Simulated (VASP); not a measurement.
Runs of VASP 6.6.1 on Al. The cell holds a slab with vacuum, 5 atoms: a = 2.862 Å, b = 2.862 Å, c = 24.348 Å, α = 90.00°, β = 90.00°, γ = 120.00°. 

```csv
task,level,cell,smearing,dipole correction,atoms held fixed (from 0),gap on the mesh (eV),largest force (eV/Å)
single point,PBE,"the (1 1 1) slab of Al, cut from the database cell, not relaxed",fermi-dirac 0.05 eV,yes,-,none,(a)
work function,PBE,"the (1 1 1) slab of Al, cut from the database cell, not relaxed",gaussian 0.05 eV,yes,-,none,0.13
relaxation of the atoms,PBE+dDsC,"atoms relaxed from: the (1 1 1) slab of Al, cut from the database cell, not relaxed",gaussian 0.05 eV,yes,"[0, 1]",none,-
relaxation of the atoms,RPBE,"atoms relaxed from: the (1 1 1) slab of Al, cut from the database cell, not relaxed",gaussian 0.05 eV,yes,"[0, 1]",none,-
```

Alike in all rows: potentials or basis VASP PAW PBE potentials, release 64 (Al); no spin polarisation; k mesh 11 × 11 × 1; cutoff (eV) 520.

Question: Estimate the missing entries.

Answer: (a) 0.09.

Caveats: the PAW data sets were made with another functional, which shifts forces and pressure a little (some runs).

A gap of «none» marks a metal or a gap under the smearing width.
